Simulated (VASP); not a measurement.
LiF (rock salt): the lattice constant a from VASP (plane waves, PAW) at several levels of theory. Static lattice.

```
level         lattice constant a (Å)
------------  ----------------------
LDA                            3.913
PBE                            4.069
PBEsol                         4.013
RPBE                           4.150
AM05                           4.046
PBE-D3(BJ)                     4.002
PBE-D4                         4.045
optB88-vdW                     4.031
rev-vdW-DF2                    4.037
revTPSS                        4.024
SCAN                           3.973
r2SCAN                         3.987
r2SCAN+rVV10                   3.972
HSE06                          4.016
HSEsol                         3.973
```

The cell of the LDA run:

```
CELL_PARAMETERS angstrom
      0.00000     1.95669     1.95669
      1.95669     0.00000     1.95669
      1.95669     1.95669     0.00000
ATOMIC_POSITIONS crystal
  Li 0.00000 0.00000 0.00000
  F  0.50000 0.50000 0.50000
```

Only levels that ran to the end are used. Left out are those held back, those with too coarse a band path, GW runs whose mesh misses a band edge, hybrids' fits of cells that aren't cubic and levels without matching references; a question may draw on a part of the rest.

The compound is LiF in the rock salt structure.
